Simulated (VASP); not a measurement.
Energy against volume of SnTe (rock salt). All values below come from PBE GGA with D4 dispersion, VASP's PBE PAW potentials (set 64) (plane waves; VASP). Settings: 520 eV cut-off, 7×7×7 Γ-centred mesh, Gaussian smearing of 0.050 eV, potentials Sn_d Te.

```tsv
V (Å³/atom)	E (eV/atom)
29.422	-4.19587
30.361	-4.20970
31.300	-4.21406
32.239	-4.21037
```

Question: Fit these four points and predict the energy of the run at 33.178 Å³/atom.

Answer: A cubic in V^(−2/3), the third-order Birch-Murnaghan form, passes through the four points with V0 = 31.31 Å³/atom and B0 = 46 GPa, and gives -4.1998 eV/atom there. The run gave -4.2001 eV/atom, -0.3 meV/atom from the fit; all five points give B0 = 45 GPa.

The compound is SnTe in the rock salt structure, which distorts at low temperature. It was relaxed first.
